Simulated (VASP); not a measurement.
Method: PBE GGA with D4 dispersion, VASP's PBE PAW potentials (set 64) (plane waves; VASP 6.6.1).

Input for VASP

File KPOINTS:
```
Automatic mesh
0
Gamma
9 9 5
0 0 0
```

### INCAR
```
LCHARG=.TRUE.
EDIFF=1E-7   # SCF stop (eV)
ENCUT=520   # plane-wave cut-off (eV)
LORBIT=11
LWAVE=.FALSE.
ISIF=2
NEDOS=601   # DOS grid
PREC=Accurate
LMAXMIX=4   # l cut-off of mixed one-centre charges
ISMEAR=-5   # tetrahedra, Bloechl
SYSTEM=ZnO
GGA=PE   # PBE
LEFG=.TRUE.
NELM=100   # most electronic steps
ALGO=Normal   # blocked Davidson
IVDW=13   # D4
LREAL=.FALSE.   # projection in real space or not
LASPH=.TRUE.
```

### POSCAR
```
ZnO
1
    1.6298961992    -2.8230634696     0.0000000000
    1.6298961992     2.8230634696     0.0000000000
   -0.0000000000    -0.0000000000     5.2578043494
Zn O
2 2
Direct
  0.6666670000   0.3333330000   0.5011605324
  0.3333330000   0.6666670000   0.0011605324
  0.6666670000   0.3333330000   0.8808394676
  0.3333330000   0.6666670000   0.3808394676
```

POTCAR, in this order: Zn O (PBE.64 set). Program: vasp_std.

What VASP printed:

**OUTCAR**
```
 ion  position               nearest neighbor table
   1  0.667  0.333  0.501-   4 1.99   4 1.99   4 1.99   3 2.00
   2  0.333  0.667  0.001-   3 1.99   3 1.99   3 1.99   4 2.00
   3  0.667  0.333  0.881-   2 1.99   2 1.99   2 1.99   1 2.00
   4  0.333  0.667  0.381-   1 1.99   1 1.99   1 1.99   2 2.00
  LATTYP: Found a hexagonal cell.
 ALAT       =     3.2597927808
 C/A-ratio  =     1.6129259444
 Subroutine PRICEL returns:
 Original cell was already a primitive cell.
 Subroutine GETGRP returns: Found 12 space group operations
The static configuration has the point symmetry C_3v.
 The point group associated with its full space group is C_6v.
The dynamic configuration has the point symmetry C_3v.
 Subroutine INISYM returns: Found 12 space group operations
 Subroutine IBZKPT returns following result:
 Found     36 irreducible k-points:

 Following reciprocal coordinates:
            Coordinates               Weight
  0.000000  0.000000  0.000000      1.000000
  0.111111 -0.000000  0.000000      6.000000
  0.222222 -0.000000  0.000000      6.000000
  0.333333 -0.000000  0.000000      6.000000
  0.444444 -0.000000  0.000000      6.000000
  0.111111  0.111111  0.000000      6.000000
  0.222222  0.111111  0.000000     12.000000
  0.333333  0.111111  0.000000     12.000000
  0.444444  0.111111  0.000000      6.000000
  0.222222  0.222222  0.000000      6.000000
  0.333333  0.222222  0.000000     12.000000
  0.333333  0.333333  0.000000      2.000000
  0.000000  0.000000  0.200000      2.000000
  0.111111 -0.000000  0.200000     12.000000
  0.222222 -0.000000  0.200000     12.000000
  0.333333 -0.000000  0.200000     12.000000
  0.444444 -0.000000  0.200000     12.000000
  0.111111  0.111111  0.200000     12.000000
  0.222222  0.111111  0.200000     24.000000
  0.333333  0.111111  0.200000     24.000000
...
```

### OSZICAR
```
       N       E                     dE             d eps       ncg     rms          rms(c)
DAV:   1     0.292203754511E+03    0.29220E+03   -0.18927E+04  1592   0.237E+03
DAV:   2     0.110599865614E+02   -0.28114E+03   -0.27185E+03  1692   0.447E+02
DAV:   3    -0.204846924741E+02   -0.31545E+02   -0.31320E+02  1872   0.158E+02
DAV:   4    -0.210847357021E+02   -0.60004E+00   -0.59960E+00  1722   0.234E+01
DAV:   5    -0.210894159542E+02   -0.46803E-02   -0.46770E-02  1860   0.195E+00    0.148E+01
DAV:   6    -0.177115297462E+02    0.33779E+01   -0.11937E+01  2704   0.732E+01    0.903E+00
DAV:   7    -0.178820301835E+02   -0.17050E+00   -0.26575E+00  1692   0.196E+01    0.539E+00
DAV:   8    -0.179077530043E+02   -0.25723E-01   -0.82311E-01  2388   0.918E+00    0.182E+00
DAV:   9    -0.178436487987E+02    0.64104E-01   -0.18918E-01  2524   0.795E+00    0.340E-01
DAV:  10    -0.178473589361E+02   -0.37101E-02   -0.56830E-02  1596   0.175E+00    0.152E-01
DAV:  11    -0.178473168862E+02    0.42050E-04   -0.16393E-03  2312   0.602E-01    0.396E-02
DAV:  12    -0.178473750101E+02   -0.58124E-04   -0.18824E-04  2248   0.302E-01    0.340E-02
DAV:  13    -0.178473700640E+02    0.49461E-05   -0.39808E-05  1958   0.140E-01    0.127E-02
DAV:  14    -0.178473708642E+02   -0.80023E-06   -0.16544E-05  1758   0.402E-02    0.514E-03
DAV:  15    -0.178473702867E+02    0.57755E-06   -0.19840E-06  2040   0.130E-02    0.156E-03
DAV:  16    -0.178473702189E+02    0.67776E-07   -0.12433E-07  1054   0.400E-03
   1 F= -.18785121E+02 E0= -.18785121E+02  d E =0.000000E+00
```

### OUTCAR
```
------------------------ aborting loop because EDIFF is reached ----------------------------------------
  Edisp (eV):   -0.93775
  FORCE on cell =-STRESS in cart. coord.  units (eV):
  Direction    XX          YY          ZZ          XY          YZ          ZX
  --------------------------------------------------------------------------------------
  Total       0.07244     0.07244     0.04623     0.00000    -0.00000     0.00000
  in kB       2.39876     2.39876     1.53091     0.00000    -0.00000     0.00000
  external pressure =        2.11 kB  Pullay stress =        0.00 kB
  volume of cell :       48.39
      direct lattice vectors                 reciprocal lattice vectors
     1.629896199 -2.823063470  0.000000000     0.306768002 -0.177112561  0.000000000
     1.629896199  2.823063470  0.000000000     0.306768002  0.177112561  0.000000000
     0.000000000  0.000000000  5.257804349     0.000000000  0.000000000  0.190193460
  FREE ENERGIE OF THE ION-ELECTRON SYSTEM (eV)
  ---------------------------------------------------
  free  energy   TOTEN  =       -18.7851214840 eV

  energy  without entropy=      -18.7851214840  energy(sigma->0) =      -18.78512148

 total charge

# of ion       s       p       d       tot
------------------------------------------
    1        0.453   0.474   9.898  10.826
    2        0.453   0.474   9.898  10.826
    3        1.550   3.450   0.000   5.000
    4        1.550   3.450   0.000   5.000
--------------------------------------------------
tot          4.006   7.848  19.797  31.651

 Electric field gradients after diagonalization (V/A^2)
 (convention: |V_zz| > |V_xx| > |V_yy|)
----------------------------------------------------------------------
 ion       V_xx      V_yy      V_zz     asymmetry (V_yy - V_xx)/ V_zz
----------------------------------------------------------------------
   1      -2.673    -2.673     5.346       0.000
   2      -2.674    -2.673     5.346       0.000
   3       0.700     0.691    -1.391       0.007
   4       0.700     0.691    -1.391       0.007
```
(Selected blocks of OUTCAR.)

The compound is ZnO in the wurtzite structure. It was relaxed first.
